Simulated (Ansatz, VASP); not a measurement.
**One calculation of MoI, two programs**

```xyz
2
Lattice="0.0000 3.1789 3.1789 3.1789 0.0000 3.1789 3.1789 3.1789 0.0000" Properties=species:S:1:pos:R:3 pbc="T T T"
Mo    0.0000    0.0000    0.0000
I     4.7683    4.7683    4.7683
```

The cell was built by a generator and needn't be a form met in nature.

Alike in both runs: task single point; functional PBE; k mesh 7 × 7 × 7; occupations fermi-dirac, width 0.05 eV; no spin polarisation.

|  | VASP | Ansatz |
| --- | --- | --- |
| version | VASP 6.6.1 | Ansatz 0.2.0 |
| potentials or method | VASP PAW PBE potentials, release 64 (Mo_sv, I), cutoff 520 eV | all-electron LAPW, scalar-relativistic |

|  | VASP | Ansatz | Ansatz less VASP |
| --- | --- | --- | --- |
| gap on the k mesh at the Fermi level (eV) | none | none | - |
| pressure (GPa) | -7.4 | -7.4 | +0.05 |

A gap of «none» marks a metal or a gap that the smearing closes. Ansatz ran all-electron here, so the differences hold the error of VASP's frozen core and of both bases.

Caveats: an odd number of electrons without spin polarisation forces a metal; a magnetic or distorted state may lie lower. The runs have no spin-orbit coupling, so splittings on I are missing.
